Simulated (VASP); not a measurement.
Input for VASP

### INCAR
```
ISMEAR = 0
LCHARG = .FALSE.
PREC = Accurate
NELM = 100
LREAL = .FALSE.   # projection in real space or not
LWAVE = .FALSE.
GGA = PE   # PBE
LMAXMIX = 4   # l cut-off of mixed one-centre charges
ISIF = 2
LASPH = .TRUE.   # aspherical one-centre terms
SIGMA = 0.05
ENCUT = 400   # plane-wave cut-off (eV)
EDIFF = 1E-6
ALGO = Normal
SYSTEM = BeSe
```

**POSCAR**
```
BeSe
3.6287740
  0.0000000000   0.7165268490   0.6975595614
  0.6904378724   0.0000000000   0.6975595614
  0.6904378724   0.7165268490   0.0000000000
Be Se
1 1
Cartesian
  0.0000000000   0.0000000000   0.0000000000
  0.3650234561   0.3582634245   0.3487797807
```

KPOINTS:
```
Automatic mesh
0
Gamma
8 8 8
0 0 0
```

POTCAR, in this order: Be Se (PBE.64 set). Program: vasp_std.

**Question.** Translate this PBE calculation to Quantum ESPRESSO's pw.x.

**Answer.** One equivalent input (not run):
```
&CONTROL
  calculation = 'scf'
  pseudo_dir = './pseudo'
  outdir = './out'
  tprnfor = .true.
  tstress = .true.
/
&SYSTEM
  ibrav = 0
  nat = 2
  ntyp = 2
  ecutwfc = 88
  occupations = 'smearing'
  smearing = 'gaussian'
  degauss = 0.003675
  input_dft = 'pbe'
/
&ELECTRONS
  conv_thr = 7.3e-08
  electron_maxstep = 100
/
ATOMIC_SPECIES
  Be 9.012 Be.upf
  Se 78.971 Se.upf
CELL_PARAMETERS angstrom
     0.0000000    2.6001140    2.5312860
     2.5054430    0.0000000    2.5312860
     2.5054430    2.6001140    0.0000000
ATOMIC_POSITIONS crystal
  Be   0.0000000  0.0000000  0.0000000
  Se   0.2356580  0.2643420  0.2643420
K_POINTS automatic
  8 8 8 0 0 0
```
Limits of the translation: the potentials are each code's own (VASP's PAW set, PseudoDojo norm-conserving files in pw.x), so ENCUT and ecutwfc are chosen apart and not converted; conv_thr bounds pw.x's estimated SCF error, while EDIFF bounds the energy change between steps.

The compound is BeSe in the zinc blende structure. The cell was not relaxed at this level, atoms are displaced from their ideal sites.
